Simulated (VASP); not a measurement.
A run of VASP 6.6.1 is set up as follows.

INCAR

```
SYSTEM = AlHg
PREC = Accurate
ENCUT = 600
EDIFF = 1E-6
ISMEAR = -1
SIGMA = 0.05
LREAL = .FALSE.
LASPH = .TRUE.
NELM = 100
ALGO = Fast
ISIF = 3
LWAVE = .FALSE.
LCHARG = .FALSE.
GGA = B5
ALDAX = 1.0
AGGAX = 1.0
AGGAC = 1.0
ALDAC = 0.0
IBRION = 2
NSW = 60
EDIFFG = -0.005
```

KPOINTS

```
Automatic mesh
0
G
  8 8 8
  0 0 0
```

The input POSCAR:

```
AlHg
1.0
    0.0000000000      3.0685300000      3.0685300000
    3.0685300000      0.0000000000      3.0685300000
    3.0685300000      3.0685300000      0.0000000000
Al Hg
1 1
Direct
    0.0000000000      0.0000000000      0.0000000000
    0.7500000000      0.7500000000      0.7500000000
```

Potentials or basis: VASP PAW PBE potentials, release 64 (Al, Hg).

The run is started by

```bash
$ cat potpaw_PBE.64/Al/POTCAR potpaw_PBE.64/Hg/POTCAR > POTCAR
$ mpirun -np 1 vasp_std > vasp.out
```

(1) Predict the relaxed cell.

(2) Predict the relaxed volume.

Results:

(1) a = 4.478 Å, b = 4.478 Å, c = 4.478 Å, α = 60.00°, β = 60.00°, γ = 60.00°.

(2) 31.75 Å³/atom.

Caveat: the PAW data sets were made with another functional, which shifts forces and pressure a little.
